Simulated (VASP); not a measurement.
Set up this calculation in VASP 6.6.1, as the native input.

```
Task                   : single point
Functional             : PBE
Potentials or basis    : VASP PAW PBE potentials, release 64 (H, Pt, Br)
Cutoff                 : 520 eV
k mesh                 : 4 × 4 × 4
Occupations            : gaussian, width 0.1 eV
Spin                   : no spin polarisation
Dipole correction      : no
Further INCAR settings : ALGO = Normal; EDIFF = 1e-06; NBANDS = 24
```

The structure of HPtBr3 lies in POSCAR:

```
HPtBr3
1.0
    5.1192892898      0.0000000000      0.0000000000
    0.0000000000      5.1192892898      0.0000000000
    0.0000000000      0.0000000000      5.1192892898
H Pt Br
1 1 3
Direct
    0.0000000000      0.0000000000      0.0000000000
    0.5000000000      0.5000000000      0.5000000000
    0.0000000000      0.5000000000      0.5000000000
    0.5000000000      0.5000000000      0.0000000000
    0.5000000000      0.0000000000      0.5000000000
```

The cell was built by a generator and needn't be a form met in nature.

The cell isn't the ideal one: species swapped into the ZnNi3C type (Pm-3m, No. 221).

One way to write it, as run:

INCAR

```
SYSTEM = HPtBr3
ALGO = Normal ; EDIFF = 1E-6
ENCUT = 520 ; GGA = PE
ISIF = 2 ; ISMEAR = 0
LASPH = .True. ; LCHARG = .False.
LREAL = .False. ; LWAVE = .False.
NBANDS = 24 ; NELM = 80
PREC = Accurate ; SIGMA = 0.1
```

KPOINTS

```
k-points
0
Gamma
  4 4 4
  0 0 0
```

Potentials or basis: VASP PAW PBE potentials, release 64 (H, Pt, Br).

The run is started by

```sh
$ cat potpaw_PBE.64/H/POTCAR potpaw_PBE.64/Pt/POTCAR potpaw_PBE.64/Br/POTCAR > POTCAR
$ mpirun -np 1 vasp_std > vasp.out
```

Results of the run:

- Pressure: -0.2 GPa
- Band gap on the k mesh: none (metal or under the smearing width)

Wall time 36 s on 1 thread of Intel(R) Xeon(R) Platinum 8488C (Sapphire Rapids) (shared host), peak memory 0.25 GiB.
